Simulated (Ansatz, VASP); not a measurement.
# Cross-check of InH between VASP and Ansatz

Wanted: the spread between two codes on one cell, functional and k mesh. The cell is generated by rule, not measured, and may not be a known phase. The cell is taken from a series of runs on this material, whose earlier steps may have relaxed, scaled, displaced or heated it; both programs get it as it stands.

Calculated with Ansatz 0.2.0; plane waves, with VASP 6.6.1 beside it; PBEsol.

The structure was built from a prototype and need not be the compound's stable phase.

### Step 1. Set-up

Symmetry: P2_1, No. 4, monoclinic system. The conventional cell has a = 3.260 Å, b = 6.827 Å, c = 8.626 Å, α = 90.00°, β = 100.89°, γ = 90.00°. In has 2 H at 2.03 to 2.16 Å nearest. Nearest to In lie 2 H at 2.04 to 2.22 Å. In has 2 H at 2.05 to 2.07 Å nearest. H has 2 In at 2.03 to 2.22 Å nearest. Nearest to H lie 2 In at 2.04 to 2.16 Å. H has 2 In at 2.05 to 2.07 Å nearest. Farther neighbours are not listed.

Structure file:

```
In H
1.0
    -3.26018    0.00000    0.00000
     0.00000    0.00000   -6.82698
    -1.63009   -8.47021    0.00000
In H
6 6
Cartesian
  -3.2596 -3.7645 -6.5564
  -1.6304 -0.9411 -6.5564
  -1.6304 -6.5879 -6.5564
  -1.6297 -4.7057 -3.1429
  -3.2608 -1.8823 -3.1429
  -3.2599 -7.5291 -3.1429
  -3.0815 -3.7645 -4.5374
  -1.3588 -0.9411 -4.5374
  -2.0801 -6.5879 -4.5374
  -1.9014 -4.7057 -1.1240
  -3.4389 -1.8823 -1.1240
  -2.8102 -7.5291 -1.1240
```

### Step 2. VASP: single point, PBEsol, pair 1

A single point takes one fixed geometry, so differences don't come from the geometry; what else differs is listed under the comparison.

Lines of VASP's logs that name or quote its potential files are left out, and so is its time.

INCAR reads:

```
SYSTEM = InH
PREC = Accurate
ENCUT = 500
EDIFF = 1E-06
NELM = 120
ISMEAR = 1
SIGMA = 0.2
LREAL = .FALSE.
ALGO = Normal
GGA = PS
NBANDS = 54
LORBIT = 11
LWAVE = .FALSE.
LCHARG = .FALSE.
ISIF = 2
LASPH = .TRUE.
GGA_COMPAT = .FALSE.
KPAR = 2
```

POSCAR reads:

```
InH
1.0
   -3.2601836778      0.0000000000      0.0000000000
    0.0000000000      0.0000000000     -6.8269828696
   -1.6300918388     -8.4702056579      0.0000000000
In H
6 6
Direct
    0.7775872835      0.9603661529      0.4444444444
    0.4445500319      0.9603661529      0.1111111111
    0.1111960163      0.9603661529      0.7777777778
    0.2221166347      0.4603661529      0.5555555556
    0.8890793832      0.4603661529      0.2222222222
    0.5554706504      0.4603661529      0.8888888888
    0.7229590702      0.6646338471      0.4444444444
    0.3612321257      0.6646338471      0.1111111111
    0.2491396337      0.6646338471      0.7777777778
    0.3054345409      0.1646338471      0.5555555556
    0.9437075965      0.1646338471      0.2222222222
    0.4175270329      0.1646338471      0.8888888888
```

KPOINTS reads:

```
Automatic mesh
0
Gamma
12 6 12
0 0 0
```

Potentials, in the order of the species: In_d and H (PBE family, release 64).

Command:

```
mpirun -np 2 vasp_std
```

Numbers of over 12 decimals in the logs are rounded to 6 here.

The log of the run:

```text
[banner, memory and clock lines left out]
running    2 mpi-ranks, on    1 nodes
 distrk:  each k-point on    1 cores,    2 groups
 distr:  one band on    1 cores,    1 groups

 POSCAR found type information on POSCAR InH
 POSCAR found :  2 types and      12 ions
|                                                                             |
|               ----> ADVICE to this user running VASP <----                  |
|                                                                             |
|     You enforced a specific xc type in the INCAR file but a different       |
|     [... a line on the potential file left out ...]
|     I HOPE YOU KNOW WHAT YOU ARE DOING!                                     |
|                                                                             |

 LDA part: xc-table for (Slater+PW92), standard interpolation
 POSCAR, INCAR and KPOINTS ok, starting setup
 FFT: planning ... GRIDC
 FFT: planning ... GRID_SOFT
 FFT: planning ... GRID
 WAVECAR not read
 entering main loop
       N       E                     dE             d eps       ncg     rms          rms(c)
DAV:   1     0.869655647177E+03    0.86966E+03   -0.38063E+04 31998   0.201E+03
DAV:   2     0.823827914016E+02   -0.78727E+03   -0.76925E+03 31968   0.518E+02
DAV:   3    -0.275263701070E+02   -0.10991E+03   -0.10727E+03 34726   0.208E+02
DAV:   4    -0.340493337027E+02   -0.65230E+01   -0.64671E+01 37936   0.538E+01
DAV:   5    -0.342805234938E+02   -0.23119E+00   -0.23110E+00 43748   0.903E+00    0.875E+00
DAV:   6    -0.330515238236E+02    0.12290E+01   -0.14858E+00 42316   0.105E+01    0.446E+00
DAV:   7    -0.328983691216E+02    0.15315E+00   -0.14419E+00 44750   0.573E+00    0.106E+00
DAV:   8    -0.328926368019E+02    0.57323E-02   -0.16387E-01 38334   0.286E+00    0.627E-01
DAV:   9    -0.328939870895E+02   -0.13503E-02   -0.97786E-03 46776   0.775E-01    0.517E-01
DAV:  10    -0.328940462138E+02   -0.59124E-04   -0.13948E-03 47304   0.484E-01    0.209E-01
DAV:  11    -0.328938291725E+02    0.21704E-03   -0.10714E-03 40366   0.346E-01    0.195E-01
DAV:  12    -0.328938451799E+02   -0.16007E-04   -0.15807E-04 35584   0.847E-02    0.442E-02
DAV:  13    -0.328938461094E+02   -0.92946E-06   -0.87138E-06 39468   0.182E-02
   1 F= -.32893846E+02 E0= -.32893555E+02  d E =-.873329E-03
```

From OUTCAR (step 2):

```text
ion  position               nearest neighbor table
   1  0.778  0.960  0.444-   7 2.03  10 2.16  11 2.35   2 3.26   3 3.26   3 3.26   2 3.26   4 3.90
                             4 3.90   5 3.90   5 3.90   4 3.90   4 3.90
   2  0.445  0.960  0.111-   8 2.04  11 2.22  12 2.39   1 3.26   3 3.26   3 3.26   1 3.26   5 3.90
                             5 3.90   6 3.90   6 3.90   5 3.90   5 3.90
   3  0.111  0.960  0.778-  12 2.05   9 2.07  10 2.36   1 3.26   2 3.26   2 3.26   1 3.26   6 3.90
                             6 3.90   4 3.90   4 3.90   6 3.90   6 3.90
   4  0.222  0.460  0.556-  10 2.04   7 2.22   9 2.39   5 3.26   6 3.26   6 3.26   5 3.26   1 3.90
                             1 3.90   3 3.90   3 3.90   1 3.90   1 3.90
   5  0.889  0.460  0.222-  11 2.03   8 2.16   7 2.35   4 3.26   6 3.26   6 3.26   4 3.26   2 3.90
                             2 3.90   1 3.90   1 3.90   2 3.90   2 3.90
   6  0.555  0.460  0.889-   9 2.05  12 2.07   8 2.36   5 3.26   4 3.26   4 3.26   5 3.26   3 3.90
                             3 3.90   2 3.90   2 3.90   3 3.90   3 3.90
   7  0.723  0.665  0.444-   1 2.03   4 2.22   5 2.35
   8  0.361  0.665  0.111-   2 2.04   5 2.16   6 2.36
   9  0.249  0.665  0.778-   6 2.05   3 2.07   4 2.39
  10  0.305  0.165  0.556-   4 2.04   1 2.16   3 2.36
  11  0.944  0.165  0.222-   5 2.03   2 2.22   1 2.35
  12  0.418  0.165  0.889-   3 2.05   6 2.07   2 2.39

  LATTYP: Found a base centered orthorhombic cell.
 ALAT       =     3.2601836778
 B/A-ratio  =     5.1961524227
 C/A-ratio  =     2.0940485397

 Subroutine GETGRP returns: Found  2 space group operations
 (whereof  1 operations were pure point group operations)

The static configuration has the point symmetry C_1 .
 The point group associated with its full space group is C_2 .

 Found    296 irreducible k-points:

   k-points           NKPTS =    296   k-points in BZ     NKDIM =    296   number of bands    NBANDS=     54

   dimension x,y,z NGX =    24 NGY =   50 NGZ =   64
   dimension x,y,z NGXF=    48 NGYF=  100 NGZF=  128

   ENCUT  =  500.0 eV  36.75 Ry    6.06 a.u.   5.94 12.45 15.73*2*pi/ulx,y,z

   NELECT =      84.0000    total number of electrons

 k-points in reciprocal lattice and weights: Automatic mesh
   0.00000000  0.00000000  0.00000000       0.001
   0.08333333  0.00000000  0.00000000       0.002
   0.08333333  0.00000000  0.08333333       0.002
   0.16666667  0.00000000  0.00000000       0.002
   0.16666667  0.00000000  0.16666667       0.002
   0.25000000  0.00000000 -0.00000000       0.002
   0.25000000  0.00000000  0.25000000       0.002
   0.33333333  0.00000000  0.00000000       0.002
   0.33333333  0.00000000  0.33333333       0.002
[...]
0.00000000  0.33333333  0.50000000       0.002
   0.00000000  0.50000000  0.50000000       0.001

 average (electrostatic) potential at core
       1 -95.0051       2 -95.0103       3 -95.0043       4 -95.0103       5 -95.0051
       6 -95.0043       7 -30.4103       8 -30.3934       9 -30.3849      10 -30.3934
      11 -30.4103      12 -30.3849

 E-fermi :   6.0878

 k-point     1 :       0.0000    0.0000    0.0000
  band No.  band energies     occupation
    ...
     37       0.8618      2.00000
     38       1.8663      2.00000
     39       1.9135      2.00000
     40       5.6414      2.00704
     41       5.6586      2.00970
     42       7.5259     -0.00000
     43       7.6010     -0.00000
     44       7.9311     -0.00000
     45       8.6703     -0.00000
     46       8.6753     -0.00000
    ...

 k-point     2 :       0.0833    0.0000    0.0000
  band No.  band energies     occupation
    ...
     37       1.0799      2.00000
     38       1.8438      2.00000
     39       2.0962      2.00000
     40       5.4768      2.00014
     41       6.0119      1.59408
     42       7.3163     -0.00000
     43       7.6578     -0.00000
     44       7.8129     -0.00000
     45       8.4259     -0.00000
     46       8.9513     -0.00000
    ...

 k-point     3 :       0.0833    0.0000    0.0833
  band No.  band energies     occupation
    ...
     37       1.0778      2.00000
     38       1.8433      2.00000
     39       2.0972      2.00000
     40       5.4773      2.00014
     41       6.0110      1.60005
     42       7.3240     -0.00000
     43       7.5821     -0.00000
     44       7.9225     -0.00000
     45       8.3600     -0.00000
     46       8.9989     -0.00000
    ...

  Total        0.1331732     -0.3668334      0.6544596      0.1830353      0.0000000      0.0000000
  in kB        1.1317818     -3.1175582      5.5619695      1.5555375      0.0000000      0.0000000
  external PRESSURE =       1.1920644 kB  Pullay stress =       0.0000000 kB

  energy-cutoff  :      500.00
  volume of cell :      188.52
      direct lattice vectors                 reciprocal lattice vectors
    -3.260183678  0.000000000  0.000000000    -0.306731184  0.059030444  0.000000000
     0.000000000  0.000000000 -6.826982870     0.000000000  0.000000000 -0.146477590
    -1.630091839 -8.470205658  0.000000000     0.000000000 -0.118060888  0.000000000

 POSITION                                       TOTAL-FORCE (eV/Angst)
 -----------------------------------------------------------------------------------
     -3.25956     -3.76454     -6.55640         0.045896      0.006994      0.067259
     -1.63044     -0.94113     -6.55640        -0.015173     -0.053964      0.032029
     -1.63037     -6.58794     -6.55640         0.050578      0.033861      0.128418
     -1.62975     -4.70567     -3.14291         0.015173      0.053964      0.032029
     -3.26080     -1.88227     -3.14291        -0.045896     -0.006994      0.067259
     -3.25991     -7.52907     -3.14291        -0.050578     -0.033861      0.128418
     -3.08146     -3.76454     -4.53744         0.129170     -0.071206     -0.017667
     -1.35880     -0.94113     -4.53744         0.190841     -0.036327     -0.038573
     -2.08009     -6.58794     -4.53744        -0.128238     -0.051129     -0.171466
     -1.90138     -4.70567     -1.12395        -0.190841      0.036327     -0.038573
     -3.43890     -1.88227     -1.12395        -0.129170      0.071206     -0.017667
     -2.81019     -7.52907     -1.12395         0.128238      0.051129     -0.171466
 -----------------------------------------------------------------------------------
    total drift:                                0.000002      0.000001     -0.001793

  FREE ENERGIE OF THE ION-ELECTRON SYSTEM (eV)
  ---------------------------------------------------
  free  energy   TOTEN  =       -32.8938461094 eV

  energy  without entropy=      -32.8929727801  energy(sigma->0) =      -32.89355500

 total charge
# of ion       s       p       d       tot
------------------------------------------
    1        0.981   0.518   9.866  11.365
    2        0.990   0.504   9.865  11.359
    3        0.980   0.522   9.866  11.368
    4        0.990   0.504   9.865  11.359
    5        0.981   0.518   9.866  11.365
    6        0.980   0.522   9.866  11.368
    7        0.458   0.011   0.000   0.469
    8        0.461   0.011   0.000   0.472
    9        0.466   0.011   0.000   0.476
   10        0.461   0.011   0.000   0.472
   11        0.458   0.011   0.000   0.469
   12        0.466   0.011   0.000   0.476
--------------------------------------------------
tot          8.672   3.153  59.195  71.020

[... 3 further parts left out ...]
```

The run ends at a pressure of 0.12 GPa, with forces up to 0.22 eV/Å.

### Step 3. Ansatz: single point, PBEsol, pair 1

Ansatz runs on its default PAW (the set named soft_2) files.

The same cell, functional, mesh and smearing now go to Ansatz, which takes its cutoff from its data sets.

input.yaml reads:

```yaml
crystal:
  lattice:
    - [-3.2601836778, 0.0, 0.0]
    - [0.0, 0.0, -6.8269828696]
    - [-1.6300918388, -8.4702056579, 0.0]
  atoms:
    - { symbol: In, position: [0.7775872835, 0.9603661529, 0.4444444444] }
    - { symbol: In, position: [0.4445500319, 0.9603661529, 0.1111111111] }
    - { symbol: In, position: [0.111196011, 0.9603661529, 0.7777777778] }
    - { symbol: In, position: [0.2221166347, 0.4603661529, 0.5555555556] }
    - { symbol: In, position: [0.8890793832, 0.4603661529, 0.2222222222] }
    - { symbol: In, position: [0.555470645, 0.4603661529, 0.8888888889] }
    - { symbol: H, position: [0.7229591074, 0.6646338471, 0.4444444444] }
    - { symbol: H, position: [0.3612320933, 0.6646338471, 0.1111111111] }
    - { symbol: H, position: [0.249140144, 0.6646338471, 0.7777777778] }
    - { symbol: H, position: [0.3054345085, 0.1646338471, 0.5555555556] }
    - { symbol: H, position: [0.9437076337, 0.1646338471, 0.2222222222] }
    - { symbol: H, position: [0.4175275432, 0.1646338471, 0.8888888889] }
kpoints:
  mp_grid: { grid: [12, 6, 12] }
hamiltonian:
  xc: pbesol
scf:
  occupations: { method: methfessel_paxton, width: 0.2 }
output:
  forces: true
  stress: true
  eigenvalues: true
```

Command:

```
ansatz run input.yaml --threads 4 --pin off --max-ram 7168MiB --backend cpu --events-out ev --progress --plain --runs-dir out
```

The log of the run:

```text
Warning: the atoms were moved onto the symmetric positions of the space group found under crystal.symmetry.tolerance 1.0e-5 (fractional; no operation is sought that the atoms, as they stand in a round, miss by more than twice it, and no atom is moved by as much as it), and the run uses the moved positions. Before a round's move an operation carried an atom to 2.77e-6 Å from where it should land, the largest such dist [...]
Engine: ansatz 0.2.0, aarch64-unknown-linux-gnu
Pseudopotentials: kind: paw
Pseudopotential: In, paw, valence charge 13, recommended cutoff 420 eV (normal), In.paw.azcp
Pseudopotential: H, paw, valence charge 1, recommended cutoff 420 eV (normal), H.paw.azcp
Functional definition: PBEsol
  exchange = pbesol_x
  correlation = pbesol_c
Crystal: 12 atoms, lattice volume = 188.523 Å³
Basis set: ecut = 420 eV, 3711 PW (Γ), exchange–correlation on 48×96×120 points (8 copies of the dense FFT grid, shifted against one another)
Bands: 54, of which v1, the nominal top of the filled ones, is band 42 counted from 1 (41 counted from 0)
Symmetry: 2 space group operations
Space group: P21 (ITA 4), of the structure as read, at distance tolerance 5.7e-5 Å
k-points: 296 of 864 (time reversal used)
Non-local potential: In, projectors of the file, l = 0: 2, l = 1: 2, l = 2: 2, l = 3: 2
Non-local potential: H, projectors of the file, l = 0: 2, l = 1: 1
PAW form: soft (Blöchl's): semilocal exchange-correlation on the pseudo side does not see the compensation charge
PAW frozen core: In, regenerated for the run's functional, and the local potential with it (the file was generated under x = pbe(κ = 0.804, μ = 0.219515), c = pbe(β = 0.066725))
PAW one-centre angular grid: In, 590 points (default); XC on 64 Gauss nodes
PAW one-centre angular grid: H, 110 points (default); XC on 64 Gauss nodes
Initial density: superposition of atomic densities (neutral atoms: chi_scale 0, normalization atom), corrected by the library's trained network
Initial wavefunctions: pseudopotential atomic-orbital guess
Functional: x = pbesol(κ = 0.804, μ = 0.123457), c = pbesol(β = 0.046)
SCF iter   1: F=—  HF=-33241.598699 eV  |F-HF|=—  |Δ(HF+E_count)|=         —  Δρ=8.26e-3  dr2=1.26e-1  ethr=1.77e-3  ⟨swp⟩=6.7  Hψ=65174  notcnv=0
preconditioner: auto → Kerker (q_TF=auto, 2.384 Å⁻¹)  [metal: Δε(μ)=0.001 eV  Ē_g=14.793 eV  σ=0.200 eV  W_gap=0.00  n_scr=42 (ndim 8)  ℏωp=24.8 eV  f_vac=0.000  D(μ)=3.35/eV (n_scr^D=14)]
SCF iter   2: F=—  HF=-33241.560127 eV  |F-HF|=—  |Δ(HF+E_count)|=   3.86e-2  S|Δr|=    0.00e0  Δρ=4.12e-3  dr2=3.60e-2  ethr=1.50e-4  ⟨swp⟩=1.0  Hψ=18648  notcnv=0
SCF iter   3: F=—  HF=-33241.548732 eV  |F-HF|=—  |Δ(HF+E_count)|=   1.14e-2  S|Δr|=    0.00e0  Δρ=8.12e-4  dr2=9.85e-4  ethr=4.29e-5  ⟨swp⟩=3.0  Hψ=27828  notcnv=0
SCF iter   4: F=—  HF=-33241.548740 eV  |F-HF|=—  |Δ(HF+E_count)|=   8.89e-6  S|Δr|=    0.00e0  Δρ=3.41e-4  dr2=2.32e-4  ethr=1.17e-6  ⟨swp⟩=2.0  Hψ=27155  notcnv=0
SCF iter   5: F=—  HF=-33241.548681 eV  |F-HF|=—  |Δ(HF+E_count)|=   5.95e-5  S|Δr|=    0.00e0  Δρ=1.30e-4  dr2=3.38e-5  ethr=2.76e-7  ⟨swp⟩=2.1  Hψ=27189  notcnv=0
SCF iter   6: F=—  HF=-33241.548681 eV  |F-HF|=—  |Δ(HF+E_count)|=   3.64e-7  S|Δr|=    0.00e0  Δρ=2.23e-5  dr2=1.20e-6  ethr=4.02e-8  ⟨swp⟩=2.0  Hψ=27136  notcnv=0
SCF iter   7: F=-33241.548680 eV  HF=-33241.548680 eV  |F-HF|=1.94e-8  |Δ(HF+E_count)|=   5.62e-8  S|Δr|=    0.00e0  Δρ=4.97e-6  dr2=7.16e-8  ethr=1.19e-10  ⟨swp⟩=8.3  Hψ=76459  notcnv=0
SCF 1 converged in 7 iterations: F = -33241.548680 eV  dr2 = 7.16e-8
  greatest PAW one-centre occupation: 0.982 electrons in one spin orbital (limit 2), on the In atom at site 4 (counted from 0), in its partial waves of l = 2
SCF converged after 7 iterations
Stability not checked: this state was not tested for a lower state beside it, because cold or Methfessel-Paxton smearing, or corrected tetrahedra, fill the levels in a way that the test cannot read (fill_not_monotonic; see scf.lower_state_search)
Free energy (F): -33241.548680 eV
Harris-Foulkes:  -33241.548680 eV  (|F-HF|=1.94e-8)
Internal energy: -33241.547876 eV  (E = F + TS)
E sigma→0 (E₀):  -33241.548479 eV
Entropy (-TS):   -0.000805 eV (-0.067 meV/atom)
Fermi energy:    8.440963 eV
--- Per-component energies (eV) ---
  E_band       = -267.377846
  E_kinetic    = 1526.796279
  E_local      = -7051.695406  (includes V_loc(G=0)·N_el)
  E_nonlocal   = 2213.433555
  E_hartree    = 2754.963584
  E_xc         = -1335.152444
  E_vxc        = -668.933287  (∫ρ·V_xc dr)
  E_paw        = -24492.376355  (= ΣΔE_a)
  E_vpaw       = -1796.899945  (= ΣTr[D̂ρ^β])
  E_aug_tail   = -0.005916  (compensation charges beyond the density's cutoff)
  E_ewald      = -6858.926587
  E_core_change = 1.415415  (= ΣΔE_core)
  E_smearing   = -0.000805  (= −TS)
  E_closure    = -0.000000  (closes the sum)
  Σ components = -33241.548680   (vs F -33241.548680, Δ=0.00e0)
--- Forces (eV/Å), atoms counted from 1 ---
  atom   1  In     0.04565522     0.00763543     0.06785135
  atom   2  In    -0.01488864    -0.05407138     0.03230665
  atom   3  In     0.04895631     0.03393365     0.12829692
  atom   4  In     0.01488864     0.05407138     0.03230665
  atom   5  In    -0.04565522    -0.00763543     0.06785135
  atom   6  In    -0.04895631    -0.03393365     0.12829692
  atom   7  H      0.12912734    -0.07124013    -0.01808059
  atom   8  H      0.19106255    -0.03635854    -0.03912208
  atom   9  H     -0.12844853    -0.05085620    -0.17129514
  atom  10  H     -0.19106255     0.03635854    -0.03912208
  atom  11  H     -0.12912734     0.07124013    -0.01808059
  atom  12  H      0.12844853     0.05085620    -0.17129514
  max |Σ_I F_I| component: 8.58e-5 eV/Å
--- Stress (GPa, compression-positive) ---
        0.237506       0.156688      -0.000000
        0.156688      -0.184222      -0.000000
       -0.000000      -0.000000       0.702769
  P = ⅓ Tr σ = 0.2520 GPa (2.520 kbar)
--- Band table (eV; the first three rows and the last of 296) ---
  k-point 0: bands = [... 38 lower, 4.2642, 7.9950, 8.0122, 9.8797, 9.9544, 10.2818, 11.0226, 11.0276, ... 8 higher]
  k-point 1: bands = [... 38 lower, 4.4929, 7.4878, 8.5713, 9.4646, 10.2214, 10.3521, 10.4633, 11.6801, ... 8 higher]
  k-point 2: bands = [... 38 lower, 4.7518, 7.0673, 8.9356, 9.1465, 9.9982, 10.2756, 10.6366, 12.3963, ... 8 higher]
  k-point 295: bands = [... 38 lower, 6.0863, 6.0863, 6.9631, 6.9631, 9.3176, 9.3176, 9.6724, 9.6724, ... 8 higher]
```

The column dr2 measures how far the density is from self-consistency, as an energy; F and HF (Harris–Foulkes) agree once it is small.

The run ends at a pressure of 0.25 GPa, with forces up to 0.22 eV/Å.

### Step 4. Side by side

Known differences besides the potentials themselves: the cutoff is 420 eV in Ansatz and 500 eV in VASP; Ansatz makes its cores anew for this functional, VASP keeps those of its PBE data sets. Total energies have different zeros and are not compared.

Both answers:

| quantity | Ansatz | VASP | difference |
| --- | --- | --- | --- |
| pressure (GPa) | 0.25 | 0.12 | +0.13 |

Forces on 9 of the 12 atoms, those with the largest forces and the largest differences (eV/Å; atoms numbered as in POSCAR):

| atom | Ansatz x, y, z | VASP x, y, z |
| --- | --- | --- |
| In3 | 0.049, 0.034, 0.128 | 0.051, 0.034, 0.128 |
| In5 | -0.046, -0.008, 0.068 | -0.046, -0.007, 0.067 |
| In6 | -0.049, -0.034, 0.128 | -0.051, -0.034, 0.128 |
| H7 | 0.129, -0.071, -0.018 | 0.129, -0.071, -0.018 |
| H8 | 0.191, -0.036, -0.039 | 0.191, -0.036, -0.039 |
| H9 | -0.128, -0.051, -0.171 | -0.128, -0.051, -0.171 |
| H10 | -0.191, 0.036, -0.039 | -0.191, 0.036, -0.039 |
| H11 | -0.129, 0.071, -0.018 | -0.129, 0.071, -0.018 |
| H12 | 0.128, 0.051, -0.171 | 0.128, 0.051, -0.171 |

The forces differ by 0.5 meV/Å r.m.s., which is 0.6 % of the r.m.s. force of 0.088 eV/Å (both taken over all components).

(Continued in part 2 of 2.)

[Lines on the potential files, build, host, timing and source positions are cut from VASP's logs without a mark.]

[Logs are printed without paths, hosts, clocks, repeated set-up lines and the standing remarks that a program may print on its own settings, such as how far it seeks lower states.]

[Hosts, paths, dates, database ids (printed as entryN), source tags and the programs' standing remarks are cut or masked in the printed files.]
